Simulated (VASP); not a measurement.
VASP runs on PtTe2 (1T layered) share one base input (PBE GGA, plane waves, VASP's PBE PAW potentials (set 64)) and change the settings named in each case.

**INCAR**
```
# general
SYSTEM  = PtTe2
PREC    = Accurate
ENCUT   = 400   # plane-wave cut-off (eV)
LREAL   = .FALSE.   # projection in real space or not
LASPH   = .TRUE.   # aspherical one-centre terms

# electronic loop
EDIFF   = 1E-6
NELM    = 100
ALGO    = Normal
LMAXMIX = 6

# smearing
ISMEAR  = 1   # Methfessel-Paxton
SIGMA   = 0.1

# functional
GGA     = PE

# ions
ISIF    = 2   # forces and stress, cell fixed

# output
LWAVE   = .FALSE.
LCHARG  = .FALSE.
```

**POSCAR**
```
PtTe2
1
    2.0150000000    -3.4900820000     0.0000000000
    2.0150000000     3.4900820000     0.0000000000
    0.0000000000     0.0000000000     5.2200000000
Te Pt
2 1
Direct
  0.3333330000   0.6666670000   0.2540000000
  0.6666670000   0.3333330000   0.7460000000
  0.0000000000   0.0000000000   0.0000000000
```

File KPOINTS:
```
Automatic mesh
0
Gamma
8 8 6
0 0 0
```

POTCAR, in this order: Te Pt (PBE.64 set). Program: vasp_std.

| change | E(σ→0) (eV/atom) | pressure (GPa) | −TS (eV) | irreducible k-points |
|---|---|---|---|---|
| base run | -4.5021 | 5.59 | -0.0002 | 50 |
| KGAMMA = .FALSE., KSPACING = 0.8, KPOINTS file removed | -4.4875 | 5.91 | -0.0071 | 4 |
| KGAMMA = .TRUE., KSPACING = 0.6, KPOINTS file removed | -4.5251 | 5.64 | -0.0014 | 9 |
| KGAMMA = .TRUE., KSPACING = 0.16, KPOINTS file removed | -4.5011 | 5.60 | 0.0007 | 131 |
| KGAMMA = .TRUE., KSPACING = 0.5, KPOINTS file removed | -4.5251 | 5.64 | -0.0014 | 9 |
| KGAMMA = .TRUE., KSPACING = 0.3, KPOINTS file removed | -4.4986 | 5.73 | -0.0029 | 32 |
 Unless said otherwise, spin-orbit coupling is left out, though it shifts the bands of the heavy elements here.

Left out are runs that ran out of time, are held back, or changed the cell or the kind of run, fixed moments of cells without a moment, rows past the twelfth, gaps on odd meshes, pressures of charged cells and columns that move by less than the noise.

The compound is PtTe2 in the 1T layered structure. The cell was not relaxed at this level.
